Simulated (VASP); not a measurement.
The input files of a VASP run:

### INCAR
```
SYSTEM = AgI
PREC = Accurate
ENCUT = 480
EDIFF = 1E-7
NELM = 100
ALGO = Normal
LREAL = .FALSE.
LASPH = .TRUE.
ISMEAR = 0
SIGMA = 0.05
GGA = PE
LMAXMIX = 4
LWAVE = .FALSE.
LCHARG = .FALSE.
ISIF = 2
```

File POSCAR:
```
AgI
1
    0.0000000000     3.2579665437     3.2579665437
    3.2579665437     0.0000000000     3.2579665437
    3.2579665437     3.2579665437     0.0000000000
Ag I
1 1
Direct
  1.0000000000   0.0000000000   0.0000000000
  0.2500000000   0.2500000000   0.2500000000
```

File KPOINTS:
```
Automatic mesh
0
Gamma
6 6 6
0 0 0
```

POTCAR, in this order: Ag I (PBE.64 set). Program: vasp_std.

Q: Translate this PBE calculation to Quantum ESPRESSO's pw.x.

A: One equivalent input (not run):
```
&CONTROL
  calculation = 'scf'
  pseudo_dir = './pseudo'
  outdir = './out'
  tprnfor = .true.
  tstress = .true.
/
&SYSTEM
  ibrav = 0
  nat = 2
  ntyp = 2
  ecutwfc = 82
  occupations = 'smearing'
  smearing = 'gaussian'
  degauss = 0.003675
  input_dft = 'pbe'
/
&ELECTRONS
  conv_thr = 7.3e-09
  electron_maxstep = 100
/
ATOMIC_SPECIES
  Ag 107.868 Ag.upf
  I 126.904 I.upf
CELL_PARAMETERS angstrom
     0.0000000    3.2579665    3.2579665
     3.2579665    0.0000000    3.2579665
     3.2579665    3.2579665    0.0000000
ATOMIC_POSITIONS crystal
  Ag   1.0000000  0.0000000  0.0000000
  I    0.2500000  0.2500000  0.2500000
K_POINTS automatic
  6 6 6 0 0 0
```
The two are equivalent in intent, not identical: the potentials are each code's own (VASP's PAW set, PseudoDojo norm-conserving files in pw.x), so ENCUT and ecutwfc are chosen apart and not converted; conv_thr bounds pw.x's estimated SCF error, while EDIFF bounds the energy change between steps.

The compound is AgI in the zinc blende structure, whereas wurtzite is the usual form. This cell was strained or had an atom moved on purpose.
